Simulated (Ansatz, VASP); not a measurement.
## One calculation of HgOs, two programs

```
Hg Os
1.0
     0.00000    2.70929    2.70929
     2.70929    0.00000    2.70929
     2.70929    2.70929    0.00000
Hg Os
1 1
Cartesian
  0.0000 0.0000 0.0000
  2.7093 2.7093 2.7093
```

Alike in both runs: functional PBE; k mesh 18 × 18 × 18; occupations gaussian, width 0.1 eV; no spin polarisation.

Ansatz relaxed the structure, and its values are those at the end. VASP's run is a single point on that final structure, the one shown.

|  | VASP | Ansatz |
| --- | --- | --- |
| version | VASP 6.6.1 | Ansatz 0.2.0 |
| potentials or method | VASP PAW PBE potentials, release 64 (Hg, Os) | scalar-relativistic, plane waves, PAW |
| plane-wave cutoff (eV) | 520 | 420 |
| valence electrons in the cell | 20 | 36 |

Ansatz gave:

| Item | Value |
| --- | --- |
| gap on the k mesh at the Fermi level (eV) | none |
| pressure (GPa) | 0.0 |

Task: Which values does VASP return?

Result: gap on the k mesh at the Fermi level (eV): none; pressure (GPa): 1.0.

A gap of «none» marks a metal or a gap that the smearing closes. With one functional, cell and mesh, what is left measures potentials, basis and numerics. The two sets of potentials don't hold the same shells in valence.

Spin-orbit coupling is left out, which matters for the levels of Hg, Os.
